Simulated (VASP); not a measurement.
Here is the system:

```yaml
crystal:
  lattice:
    - [5.06295, 0.00000, 0.00000]
    - [-2.53147, 4.38464, 0.00000]
    - [0.00000, 0.00000, 5.54323]
  atoms:
    - { symbol: Si, position: [0.00000, 0.50000, 0.33333] }
    - { symbol: Si, position: [0.50000, 0.00000, 0.00000] }
    - { symbol: Si, position: [0.50000, 0.50000, 0.66667] }
    - { symbol: O, position: [0.58295, 0.79147, 0.83333] }
    - { symbol: O, position: [0.79147, 0.58295, 0.50000] }
    - { symbol: O, position: [0.20853, 0.79147, 0.16667] }
    - { symbol: O, position: [0.41705, 0.20853, 0.83333] }
    - { symbol: O, position: [0.20853, 0.41705, 0.50000] }
    - { symbol: O, position: [0.79147, 0.20853, 0.16667] }
```

These are r2SCAN meta-GGA, VASP's PBE PAW potentials (set 64) (plane waves; VASP) values and carry that method's errors. Run with 520 eV cut-off, 6×6×5 Γ-centred mesh, tetrahedra with Blöchl corrections, potentials Si O.

Problem. Give the energies of bands 13 to 26 at the high-symmetry points, in eV from the valence-band maximum.

Solution. 
```tsv
band	Γ	M	K	A	L	H
13	-2.95	-3.14	-3.06	-2.78	-3.26	-3.32
14	-2.92	-3.06	-3.06	-2.78	-3.24	-2.94
15	-2.92	-2.57	-2.75	-2.59	-2.56	-2.94
16	-2.60	-2.46	-2.25	-2.17	-2.36	-2.18
17	-1.77	-2.16	-2.08	-2.17	-2.20	-2.04
18	-1.76	-2.08	-2.08	-2.12	-1.57	-2.04
19	-1.76	-1.72	-1.80	-2.12	-1.42	-1.04
20	-1.00	-1.20	-1.47	-1.85	-1.34	-1.04
21	-1.00	-1.17	-1.47	-1.17	-0.94	-0.92
22	-0.47	-1.02	-0.50	-0.29	-0.74	-0.90
23	-0.47	-0.36	-0.50	-0.01	-0.70	-0.68
24	-0.20	-0.01	-0.07	-0.01	-0.35	-0.68
25	6.29	8.40	9.14	8.16	9.50	9.62
26	9.72	9.26	9.14	8.16	9.89	10.06
```

The gap is indirect, 6.29 eV, from the valence maximum at (0.00, 0.00, 0.40) to the conduction minimum at Γ.

The structure comes from a computed database's SiO2 entry (P6_422); how it stands against other phases isn't given here. It was relaxed first.
